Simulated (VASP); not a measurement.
Relaxed, unreconstructed slabs of TiC (rock salt). Computed with PBEsol GGA, VASP's PBE PAW potentials (set 64) (plane waves; VASP).

Slab and bulk use different k-meshes, so the surface energy is good to a few per cent at best.

Problem. Order the faces (110) [12 atoms], (100) [12 atoms] by surface energy, lowest first.

Solution. (100) [12 atoms] (1.88 J/m²), (110) [12 atoms] (3.97 J/m²)

Problem. And what are their work functions?

Solution. (110) [12 atoms] 3.82 eV, (100) [12 atoms] 4.53 eV.

Runs of the series that failed, ran out of time, didn't relax or are held back are left out, and each face is given by its thickest slab.

The cell is a thin slab with vacuum, built from TiC (rock salt).
